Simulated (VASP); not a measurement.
Here is the system:

```
TiB2
1.0
    1.52766    -2.60274     0.00000
    1.52766     2.60274     0.00000
    0.00000     0.00000     3.17896
Ti B
1 2
Direct
  0.00000   0.00000   0.00000
  0.33333   0.66667   0.50000
  0.68553   0.35219   0.50000
```

Method: PBE GGA + U (Dudarev), VASP's PBE PAW potentials (set 64) (plane waves; VASP). Run with 520 eV cut-off, 10×10×9 Γ-centred mesh, first-order Methfessel-Paxton smearing of 0.10 eV, potentials Ti_sv B, U − J: Ti 1.00 eV.

Question: Predict the energy per atom (σ→0), pressure, largest force, band gap (on the k-mesh) with the smallest direct gap where there is one.

Answer: 
band gap (on the k-mesh): none (metal, semimetal or under 0.01 eV)
energy per atom (σ→0): -7.853 eV/atom
pressure: 63.5 kbar
largest force: 1.076 eV/Å

Total energies compare only between runs with the same potentials, cut-off and functional.

The compound is TiB2 in the AlB2 type structure. The cell was not relaxed at this level, atoms are displaced from their ideal sites. The run is one of a series of settings (LDAU = .TRUE., LDAUJ = 0 0, LDAUL = 2 -1, LDAUTYPE = 2, LDAUU = 1.0 0 against the base run), some of them coarse on purpose.
